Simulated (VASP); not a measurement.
```
CdMg
1.0
    5.54328    -1.57529    -0.07451
    5.54328     1.57529    -0.07451
   -2.17354     0.00000     4.75505
Mg Cd
2 2
Cartesian
 -0.38320   0.00000   3.75623
  9.29622   0.00000   0.84980
  2.59306   0.00000   3.31482
  6.31996   0.00000   1.29121
```

The numbers are results of PBEsol GGA, VASP's PBE PAW potentials (set 64) (plane waves; VASP), not measurements. Numerical set-up: 400 eV cut-off, Gaussian smearing of 0.050 eV, potentials Mg Cd.

Task: Give the energies of bands 11 to 17 at the high-symmetry points, in eV from the Fermi level.

Result: 
```
band      Γ      C     Y2     M2      D      A     V2
----  -----  -----  -----  -----  -----  -----  -----
11    -8.42  -3.50  -6.81  -6.82  -2.84  -6.69  -3.80
12    -2.26  -3.29  -6.78  -5.85  -2.48  -6.50  -3.73
13    -1.85  -3.18  -2.44  -3.35  -2.30  -2.83  -0.94
14    -1.55   0.88  -2.05  -3.31  -1.86  -2.82  -0.36
15    -1.09   0.90   2.81   2.61   0.16   2.56   1.30
16     0.29   2.69   4.00   4.15   1.06   3.01   1.75
17     0.46   2.71   4.02   4.77   1.29   4.94   2.66
```

It has no gap at this level: it comes out as a metal or semimetal.

The structure comes from a computed database's MgCd entry (C2/m); how it stands against other phases isn't given here. It was relaxed first.
